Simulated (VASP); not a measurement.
Level of theory: RPBE GGA, VASP's PBE PAW potentials (set 64) (plane waves; VASP).

The input files of a VASP run:

### KPOINTS
```
Automatic mesh
0
Gamma
14 14 14
0 0 0
```

**INCAR**
```
# general
SYSTEM   =  CoAl
PREC     =  Accurate
ENCUT    =  520
LREAL    =  .FALSE.
LASPH    =  .TRUE.

# electronic loop
EDIFF    =  1E-7
NELM     =  100
ALGO     =  Normal
LMAXMIX  =  4

# smearing
ISMEAR   =  -5

# functional
GGA      =  RP

# ions
ISIF     =  2

# output
LWAVE    =  .FALSE.
LCHARG   =  .TRUE.
LORBIT   =  11
NEDOS    =  601
```

File POSCAR:
```
CoAl
1
    2.8724221315    -0.0000000000    -0.0000000000
   -0.0000000000     2.8724221315    -0.0000000000
   -0.0000000000    -0.0000000000     2.8724221315
Al Co
1 1
Direct
  0.5000000000   0.5000000000   0.5000000000
  0.0000000000   0.0000000000   0.0000000000
```

POTCAR, in this order: Al Co (PBE.64 set). Program: vasp_std.

The run wrote:

### OSZICAR
```
       N       E                     dE             d eps       ncg     rms          rms(c)
DAV:   1     0.357354452716E+02    0.35735E+02   -0.53952E+03  2424   0.125E+03
DAV:   2    -0.114701529621E+02   -0.47206E+02   -0.44796E+02  2418   0.188E+02
DAV:   3    -0.127427154298E+02   -0.12726E+01   -0.12625E+01  2854   0.410E+01
DAV:   4    -0.127658861292E+02   -0.23171E-01   -0.23149E-01  2894   0.489E+00
DAV:   5    -0.127665789998E+02   -0.69287E-03   -0.69191E-03  2820   0.854E-01    0.124E+01
DAV:   6    -0.157062283466E+02   -0.29396E+01   -0.73005E+01  2734   0.126E+02    0.180E+01
DAV:   7    -0.111853719389E+02    0.45209E+01   -0.32660E+01  2646   0.806E+01    0.187E+00
DAV:   8    -0.111840757433E+02    0.12962E-02   -0.22377E-01  2486   0.417E+00    0.126E+00
DAV:   9    -0.111713198916E+02    0.12756E-01   -0.46559E-02  2912   0.313E+00    0.295E-01
DAV:  10    -0.111708624564E+02    0.45744E-03   -0.14553E-03  3228   0.524E-01    0.136E-01
DAV:  11    -0.111708508835E+02    0.11573E-04   -0.23160E-05  2778   0.477E-02    0.202E-02
DAV:  12    -0.111708423941E+02    0.84894E-05   -0.14342E-05  2878   0.501E-02    0.575E-03
DAV:  13    -0.111708419592E+02    0.43487E-06   -0.26044E-07  2256   0.475E-03    0.267E-03
DAV:  14    -0.111708416138E+02    0.34545E-06   -0.51362E-08  1268   0.224E-03    0.572E-04
DAV:  15    -0.111708416044E+02    0.93476E-08   -0.40043E-09  1242   0.715E-04
   1 F= -.11170842E+02 E0= -.11170842E+02  d E =0.000000E+00
```

### OUTCAR
```
------------------------ aborting loop because EDIFF is reached ----------------------------------------
  FORCE on cell =-STRESS in cart. coord.  units (eV):
  Direction    XX          YY          ZZ          XY          YZ          ZX
  --------------------------------------------------------------------------------------
  Total       -0.0015537     -0.0015537     -0.0015537      0.0000000     -0.0000000      0.0000000
  in kB       -0.1050328     -0.1050328     -0.1050328      0.0000000     -0.0000000      0.0000000
  external PRESSURE =      -0.1050328 kB  Pullay stress =       0.0000000 kB
  volume of cell :       23.70
      direct lattice vectors                 reciprocal lattice vectors
     2.872422132  0.000000000  0.000000000     0.348138245  0.000000000  0.000000000
     0.000000000  2.872422132  0.000000000     0.000000000  0.348138245  0.000000000
     0.000000000  0.000000000  2.872422132     0.000000000  0.000000000  0.348138245
 POSITION                                       TOTAL-FORCE (eV/Angst)
 -----------------------------------------------------------------------------------
      1.43621      1.43621      1.43621         0.000000      0.000000      0.000000
      0.00000      0.00000      0.00000         0.000000      0.000000      0.000000
 -----------------------------------------------------------------------------------
    total drift:                                0.000000      0.000000      0.000000
  FREE ENERGIE OF THE ION-ELECTRON SYSTEM (eV)
  ---------------------------------------------------
  free  energy   TOTEN  =       -11.1708416044 eV

  energy  without entropy=      -11.1708416044  energy(sigma->0) =      -11.17084160

 total charge

# of ion       s       p       d       tot
------------------------------------------
    1        0.394   0.418   0.000   0.812
    2        0.425   0.492   7.485   8.402
--------------------------------------------------
tot          0.819   0.910   7.485   9.214
```
(Selected blocks of OUTCAR.)

**OUTCAR**
```
 val. band max:       10.4525272866   @ k =   0.5000   0.3571   0.2857

 cond. band min:      10.3814110042   @ k =   0.5000   0.3571   0.0714


 Fermi energy:        10.4108414916

 k-point     1 :       0.0000    0.0000    0.0000
  band No.  band energies     occupation
      1      -0.5366      2.00000
      2       7.5214      2.00000
      3       7.5214      2.00000
      4       9.5486      2.00000
      5       9.5486      2.00000
      6       9.5486      2.00000
      7      16.2526      0.00000
      8      16.2526      0.00000
      9      16.2526      0.00000
     10      18.9648      0.00000

 k-point     2 :       0.0714    0.0000    0.0000
  band No.  band energies     occupation
      1      -0.4415      2.00000
      2       7.5110      2.00000
      3       7.5475      2.00000
      4       9.4983      2.00000
      5       9.4983      2.00000
      6       9.5538      2.00000
      7      15.3341      0.00000
      8      16.3852      0.00000
      9      16.3852      0.00000
     10      18.9548      0.00000

 k-point     3 :       0.1429    0.0000    0.0000
  band No.  band energies     occupation
      1      -0.1578      2.00000
      2       7.4517      2.00000
      3       7.6218      2.00000
      4       9.3636      2.00000
      5       9.3636      2.00000
      6       9.5685      2.00000
      7      13.8124      0.00000
      8      16.7677      0.00000
      9      16.7677      0.00000
     10      18.9253      0.00000

 k-point     4 :       0.2143    0.0000    0.0000
  band No.  band energies     occupation
      1       0.3098      2.00000
      2       7.2524      2.00000
      3       7.7321      2.00000
      4       9.1827      2.00000
      5       9.1827      2.00000
      6       9.5898      2.00000
      7      12.4173      0.00000
      8      17.3641      0.00000
      9      17.3641      0.00000
     10      18.8784      0.00000

 k-point     5 :       0.2857    0.0000    0.0000
...
```

For a metal the tetrahedron method with Blöchl corrections gives inexact stress and forces.

The compound is CoAl in the CsCl type structure. It was relaxed first. The run is not spin-polarised, so no magnetic state was tried.
